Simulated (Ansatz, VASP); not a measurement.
## Cross-check of N between VASP and Ansatz

Aim: how closely do two programs agree when they are given the same cell, functional and k mesh? The cell is taken from a series of runs on this material, whose earlier steps may have relaxed, scaled, displaced or heated it; both programs get it as it stands.

Main program and level: Ansatz 0.2.0; plane waves, with VASP 6.6.1 beside it; zone-centre phonons at LDA.

**1. Set-up**

It takes space group P4_2/mnm (No. 136, tetragonal). The conventional cell has a = 3.715 Å, b = 3.715 Å, c = 4.960 Å, α = 90.00°, β = 90.00°, γ = 90.00°. N has 1 N at 1.09 Å nearest.

Structure file:

```cif
data_structure
_symmetry_space_group_name_H-M 'P 1'
_symmetry_Int_Tables_number 1
_cell_length_a 3.7150
_cell_length_b 3.7150
_cell_length_c 4.9599
_cell_angle_alpha 90.000
_cell_angle_beta 90.000
_cell_angle_gamma 90.000
_cell_volume 68.45
loop_
_atom_site_label
_atom_site_type_symbol
_atom_site_fract_x
_atom_site_fract_y
_atom_site_fract_z
_atom_site_occupancy
N1 N 0.89593 0.89593 0.00000 1
N2 N 0.60407 0.39593 0.50000 1
N3 N 0.10407 0.10407 0.00000 1
N4 N 0.39593 0.60407 0.50000 1
```

**2. Ansatz: zone-centre phonons, LDA**

Ansatz runs on its default PAW (the set named soft_2) files.

Second derivatives magnify differences that forces hide, and they need a tight electronic threshold.

Input file input.yaml:

```yaml
crystal:
  lattice:
    - [3.714969715, 0.0, 0.0]
    - [0.0, 3.714969715, 0.0]
    - [0.0, 0.0, 4.9598631909]
  atoms:
    - { symbol: "N", position: [0.8959258176, 0.8959258176, 0.0] }
    - { symbol: "N", position: [0.6040741824, 0.3959258176, 0.5] }
    - { symbol: "N", position: [0.1040741824, 0.1040741824, 0.0] }
    - { symbol: "N", position: [0.3959258176, 0.6040741824, 0.5] }
total_charge: -0.16
kpoints:
  mp_grid: { grid: [10, 10, 8] }
hamiltonian:
  xc: lda
scf:
  occupations: { method: fermi_dirac, width: 0.1 }
  n_extra_bands: 10
output:
  eigenvalues: true
phonons:
  method: dfpt
```

Launch:

```sh
> ansatz run input.yaml --threads 4 --pin off --max-ram 8192MiB --backend cpu --events-out ev --progress --plain --runs-dir out
```

Numbers of over 12 decimals in the logs are rounded to 6 here.

Log:

```text
scf.n_extra_bands = 10 over 11 filled bands (N_el = 20.2): the run solves 21 bands
zone centre: on kpoints.mp_grid the ground state, and the responses unless they are solved on pairs of k-points, stand on 260 of the mesh's 800 k-points, reduced under 2 symmetry operations, with k and −k counted as one. Each operation leaves every solved displacement unchanged or reverses it
Engine: ansatz 0.2.0, aarch64-unknown-linux-gnu
Pseudopotentials: kind: paw
Pseudopotential: N, paw, valence charge 5, recommended cutoff 420 eV (normal), N.paw.azcp
Functional definition: SPW92
  exchange = slater_x
  correlation = pw_c
Crystal: 4 atoms, lattice volume = 68.451 Å³
Basis set: ecut = 420 eV, 1337 PW (Γ), exchange–correlation on 60×60×72 points (8 copies of the dense FFT grid, shifted against one another)
Bands: 21, of which v1, the nominal top of the filled ones, is band 10 counted from 1 (9 counted from 0)
Symmetry: 16 space group operations
k-points: 260 of 800 (irreducible under 2 space group operations, time reversal used)
Non-local potential: N, projectors of the file, l = 0: 2, l = 1: 2, l = 2: 1
PAW form: soft (Blöchl's): semilocal exchange-correlation on the pseudo side does not see the compensation charge
PAW frozen core: N, regenerated for the run's functional, and the local potential with it (the file was generated under x = pbe(κ = 0.804, μ = 0.219515), c = pbe(β = 0.066725))
PAW one-centre angular grid: N, 110 points (default); XC on 64 Gauss nodes
Initial density: superposition of atomic densities (neutral atoms scaled as one to the charged cell's electrons: chi_scale 0, normalization atom), corrected by the library's trained network
Initial wavefunctions: pseudopotential atomic-orbital guess
Functional: x = slater, c = lda
SCF iter   1: F=—  HF=-1494.256473 eV  |F-HF|=—  |Δ(HF+E_count)|=         —  Δρ=1.51e-2  dr2=1.64e-1  ethr=1.77e-3  ⟨swp⟩=5.3  Hψ=26830  notcnv=0  defer=307
preconditioner: auto → Kerker (q_TF=auto, 2.225 Å⁻¹)  [metal: Δε(μ)=0.031 eV  Ē_g=14.798 eV  σ=0.100 eV  W_gap=0.08  n_scr=14 (ndim 8)  ℏωp=18.0 eV  f_vac=0.117  D(μ)=0.53/eV (n_scr^D=0)]
SCF iter   2: F=—  HF=-1494.207121 eV  |F-HF|=—  |Δ(HF+E_count)|=   4.94e-2  Δρ=6.75e-3  dr2=3.97e-2  ethr=8.12e-4  ⟨swp⟩=2.0  Hψ=9436  notcnv=0  defer=366
SCF iter   3: F=—  HF=-1494.195697 eV  |F-HF|=—  |Δ(HF+E_count)|=   1.14e-2  Δρ=1.56e-3  dr2=1.86e-3  ethr=1.97e-4  ⟨swp⟩=2.9  Hψ=8603  notcnv=0  defer=366
SCF iter   4: F=—  HF=-1494.196512 eV  |F-HF|=—  |Δ(HF+E_count)|=   8.14e-4  Δρ=3.08e-4  dr2=6.94e-5  ethr=9.21e-6  ⟨swp⟩=2.0  Hψ=7196  notcnv=0  defer=366
SCF iter   5: F=—  HF=-1494.196614 eV  |F-HF|=—  |Δ(HF+E_count)|=   1.03e-4  Δρ=6.99e-5  dr2=3.99e-6  ethr=3.44e-7  ⟨swp⟩=2.4  Hψ=7160  notcnv=0  defer=366
SCF iter   6: F=—  HF=-1494.196621 eV  |F-HF|=—  |Δ(HF+E_count)|=   6.66e-6  Δρ=2.18e-5  dr2=4.41e-7  ethr=1.98e-8  ⟨swp⟩=2.0  Hψ=6849  notcnv=0  defer=366
SCF iter   7: F=—  HF=-1494.196622 eV  |F-HF|=—  |Δ(HF+E_count)|=   1.20e-6  Δρ=4.36e-6  dr2=7.69e-9  ethr=2.19e-9  ⟨swp⟩=2.4  Hψ=6813  notcnv=0  defer=366
SCF iter   8: F=—  HF=-1494.196622 eV  |F-HF|=—  |Δ(HF+E_count)|=   9.96e-9  Δρ=4.54e-7  dr2=9.05e-11  ethr=3.81e-11  ⟨swp⟩=2.2  Hψ=7290  notcnv=0  defer=366
SCF iter   9: F=-1494.196622 eV  HF=-1494.196622 eV  |F-HF|=4.32e-12  |Δ(HF+E_count)|=  1.73e-10  Δρ=7.02e-8  dr2=2.95e-12  ethr=1.00e-12  ⟨swp⟩=11.2  Hψ=23665  notcnv=0
SCF 1 converged in 9 iterations: F = -1494.196622 eV  dr2 = 2.95e-12
  greatest PAW one-centre occupation: 0.850 electrons in one spin orbital (limit 2), on the N atom at site 3 (counted from 0), in its partial waves of l = 0
DFPT response loops at Γ: preconditioner auto → Kerker (q_TF=auto, 2.225 Å⁻¹) (partly filled bands, converged f_vac=0.072); β = 1.00, the filter's whole step (`scf.mixing.beta` (0.50) is not read by the response loops under this deck's `scf.mixing.preconditioner`; to damp them name `kerker` or `kerker_dos`, under which they read `scf.mixing.beta`, and type it under 1.00, their step now; both keys bind the ground state too); Broyden in place of MSR1
SCF converged after 9 iterations
Free energy (F): -1494.196622 eV
Harris-Foulkes:  -1494.196622 eV  (|F-HF|=4.32e-12)
Internal energy: -1494.177726 eV  (E = F + TS)
E sigma→0 (E₀):  -1494.187174 eV
Entropy (-TS):   -0.018896 eV (-4.724 meV/atom)
Fermi energy:    2.549363 eV
--- Per-component energies (eV) ---
  E_band       = -186.476792
  E_kinetic    = 503.100215
  E_local      = -1327.822200  (includes V_loc(G=0)·N_el)
  E_nonlocal   = 198.522239
  E_hartree    = 405.355252
  E_xc         = -226.765156
  E_vxc        = -289.329778  (∫ρ·V_xc dr)
  E_paw        = -473.271964  (= ΣΔE_a)
  E_vpaw       = -81.658099  (= ΣTr[D̂ρ^β])
  E_aug_tail   = 0.000338  (compensation charges beyond the density's cutoff)
  E_ewald      = -573.616626
  E_core_change = 0.320176  (= ΣΔE_core)
  E_smearing   = -0.018896  (= −TS)
  E_closure    = -0.000000  (closes the sum)
  E_deformation_potential = -1.024681  (in the stress; not in F)
  Σ components = -1494.196622   (vs F -1494.196622, Δ=0.00e0)
--- Band table (eV; the first three rows and the last of 260) ---
  k-point 0: bands = [... 6 lower, -5.5918, -5.5918, -5.5094, -4.5319, 2.0869, 3.4080, 4.0255, 4.0255, ... 7 higher]
  k-point 1: bands = [... 6 lower, -5.5998, -5.5998, -5.3550, -4.5379, 2.1300, 3.3491, 4.0258, 4.0258, ... 7 higher]
  k-point 2: bands = [... 6 lower, -5.6188, -5.6188, -5.1149, -4.5619, 2.2554, 3.1845, 4.0260, 4.0260, ... 7 higher]
  k-point 259: bands = [... 6 lower, -6.0657, -6.0657, -4.0619, -4.0619, 3.3950, 3.3950, 4.9799, 4.9799, ... 7 higher]
--- Phonons (Γ-DFPT): 2 representative perturbations + reference, on 260 of 800 k-points (Σ response iterations 6) ---
  k mesh reduced under 2 symmetry operations, with k and −k counted as one. Each operation leaves every solved displacement unchanged or reverses it
  ASR residual: 1.008e-4 → 0.000e0 eV/Å²; symmetrization residual: 4.106e-8 eV/Å²
  ASR residual per site (eV/Å²): 1.01e-4 1.01e-4 1.01e-4 1.01e-4
  Γ frequencies (cm⁻¹): -139.72 -139.72 0.00 0.00 0.00 72.92 72.92 89.14 141.28 155.50 2272.15 2388.82
  non-analytic LO–TO correction: not included (Born effective charges unavailable; polar crystals: no LO–TO splitting at Γ)
```

The column dr2 measures how far the density is from self-consistency, as an energy; F and HF (Harris–Foulkes) agree once it is small.

(Part 1 of 2 ends here.)

[Lines on the potential files, build, host, timing and source positions are cut from VASP's logs without a mark.]

[Logs are printed without paths, hosts, clocks, repeated set-up lines and the standing remarks that a program may print on its own settings, such as how far it seeks lower states.]

[Hosts, paths, dates, database ids (printed as entryN), source tags and the programs' standing remarks are cut or masked in the printed files.]
